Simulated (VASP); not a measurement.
Output of a VASP run:

OSZICAR:
```
       N       E                     dE             d eps       ncg     rms          rms(c)
DAV:   1     0.583558083223E+02    0.58356E+02   -0.76010E+03  1989   0.108E+03
DAV:   2    -0.521426628859E+01   -0.63570E+02   -0.62234E+02  2502   0.454E+02
DAV:   3    -0.886650168301E+01   -0.36522E+01   -0.33928E+01  2822   0.725E+01
DAV:   4    -0.902162588862E+01   -0.15512E+00   -0.15214E+00  2827   0.105E+01
DAV:   5    -0.902532753419E+01   -0.37016E-02   -0.36964E-02  2767   0.170E+00    0.239E+01
DAV:   6    -0.902607809728E+01   -0.75056E-03   -0.25599E-02  2777   0.209E+00    0.143E+01
DAV:   7    -0.903462634182E+01   -0.85482E-02   -0.47427E-02  2648   0.294E+00    0.310E-01
DAV:   8    -0.903434173228E+01    0.28461E-03   -0.29223E-03  2443   0.584E-01    0.601E-02
DAV:   9    -0.903435977383E+01   -0.18042E-04   -0.20790E-04  2814   0.170E-01    0.329E-02
DAV:  10    -0.903435366945E+01    0.61044E-05   -0.27013E-05  2782   0.549E-02    0.440E-02
DAV:  11    -0.903435436607E+01   -0.69661E-06   -0.23514E-06  2668   0.151E-02    0.447E-03
DAV:  12    -0.903435461010E+01   -0.24403E-06   -0.30818E-07  2920   0.567E-03    0.191E-03
DAV:  13    -0.903435457739E+01    0.32713E-07   -0.90070E-09  1567   0.134E-03    0.312E-04
DAV:  14    -0.903435457943E+01   -0.20409E-08   -0.17445E-09  1447   0.950E-04
   1 F= -.90343546E+01 E0= -.90358528E+01  d E =-.903435E+01
```

File OUTCAR:
```
------------------------ aborting loop because EDIFF is reached ----------------------------------------
  FORCE on cell =-STRESS in cart. coord.  units (eV):
  Direction    XX          YY          ZZ          XY          YZ          ZX
  --------------------------------------------------------------------------------------
  Total       -0.0041477     -0.0041477      0.0198964      0.0000000      0.0000000      0.0000000
  in kB       -0.1060957     -0.1060957      0.5089410      0.0000000      0.0000000      0.0000000
  external PRESSURE =       0.0989165 kB  Pullay stress =       0.0000000 kB
  volume of cell :       62.63
      direct lattice vectors                 reciprocal lattice vectors
     1.803938561 -3.124513297  0.000000000     0.277171302 -0.160024923  0.000000000
     1.803938561  3.124513297  0.000000000     0.277171302  0.160024923  0.000000000
     0.000000000  0.000000000  5.556259843     0.000000000  0.000000000  0.179977184
 POSITION                                       TOTAL-FORCE (eV/Angst)
 -----------------------------------------------------------------------------------
      1.80394      1.04151      1.38906         0.000000      0.000000      0.000000
      1.80394     -1.04151      4.16719         0.000000     -0.000000      0.000000
 -----------------------------------------------------------------------------------
    total drift:                               -0.000003      0.000091     -0.000011
  FREE ENERGIE OF THE ION-ELECTRON SYSTEM (eV)
  ---------------------------------------------------
  free  energy   TOTEN  =        -9.0343545794 eV

  energy  without entropy=       -9.0388493906  energy(sigma->0) =       -9.03585285

 reached required accuracy - stopping structural energy minimisation
```
(Selected blocks of OUTCAR.)

POSCAR:
```
Ho
1
    1.8039385608    -3.1245132967    -0.0000000000
    1.8039385608     3.1245132967     0.0000000000
   -0.0000000000     0.0000000000     5.5562598429
Ho
2
Direct
  0.3333330000   0.6666670000   0.2500000000
  0.6666670000   0.3333330000   0.7500000000
```

Task: Write an INCAR and KPOINTS that could have produced this output.

Result: One answer among several that fit: the input of the run itself, PBE GGA, plane waves, VASP's PBE PAW potentials (set 64).

**INCAR**
```
ALGO=Normal
EDIFF=1E-8
EDIFFG=-0.001
ENCUT=400
GGA=PE
IBRION=1
ISIF=2
ISMEAR=1
LASPH=.TRUE.
LCHARG=.FALSE.
LMAXMIX=6
LREAL=.FALSE.
LWAVE=.FALSE.
NELM=100
NSW=30
PREC=Accurate
SIGMA=0.1
SYSTEM=Ho
```

### KPOINTS
```
Automatic mesh
0
G
 11 11 6
```

POTCAR, in this order: Ho_3 (PBE.64 set). Program: vasp_std.

The 4f electrons are frozen in the core of the lanthanide potential, so 4f levels, which can set the real gap, and their magnetism are missing.

The compound is Ho in the hcp structure. It was relaxed first. The start is the result of an earlier pass.
